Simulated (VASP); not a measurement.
Input of a VASP 6.6.1 run:

Contents of INCAR:

```
PREC = Accurate ; ENCUT = 520
EDIFF = 1E-6 ; ISMEAR = 0
SIGMA = 0.05 ; LREAL = F
LASPH = T ; NELM = 60
ALGO = Normal ; ISIF = 2
LWAVE = F ; LCHARG = F
GGA = PE ; NBANDS = 31
```

File KPOINTS:

```
Automatic mesh
0
Gamma
  4 4 4
```

The input POSCAR:

```
SiHg3Se
1.0
    5.4480878814      0.0000000000      0.0000000000
    0.0000000000      5.4480878814      0.0000000000
    0.0000000000      0.0000000000      5.4480878814
Si Se Hg
1 1 3
Direct
    0.0000000000      0.0000000000      0.0000000000
    0.5000000000      0.5000000000      0.5000000000
    0.5000000000      0.5000000000      0.0000000000
    0.5000000000      0.0000000000      0.5000000000
    0.0000000000      0.5000000000      0.5000000000
```

Potentials or basis: VASP PAW PBE potentials, release 64 (Si, Se, Hg).

Launch:

```bash
$ cat potpaw_PBE.64/Si/POTCAR potpaw_PBE.64/Se/POTCAR potpaw_PBE.64/Hg/POTCAR > POTCAR
$ mpirun -np 1 vasp_std > vasp.out
```

(1) What does it give for the band gap on the k mesh?

(2) What does it give for the pressure?

Results:

(1) none (metal or under the smearing width).

(2) 0.3 GPa.
